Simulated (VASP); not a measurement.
Ni (relaxed from the simple-cubic structure, space group Pm-3m): computed properties

Calculation: r2SCAN meta-GGA, VASP's PBE PAW potentials (set 64) (plane waves; VASP 6.6.1).

```
Item                                                                                                   Result
----------------------------------  -------------------------------------------------------------------------
space group                                                                                       Pm-3m (221)
cell                                a = 2.303 Å, b = 2.303 Å, c = 2.303 Å, α = 90.00°, β = 90.00°, γ = 90.00°
volume per atom                                                                                 12.21 Å³/atom
band gap (over mesh and band path)                                   none (metal, semimetal or under 0.01 eV)
cell moment                                                                                           0.82 μB
density                                                                                            7.98 g/cm³
```

```
Ni
1.0
    2.30283     0.00000     0.00000
    0.00000     2.30283     0.00000
    0.00000     0.00000     2.30283
Ni
1
Direct
  0.00000   0.00000   0.00000
```
Starting moments (μB, in the order of the record's atoms Ni): 0.9.

The structure was generated: Ni was put into the simple-cubic type (Pm-3m), which need not be its known phase. The cell was not relaxed at this level.
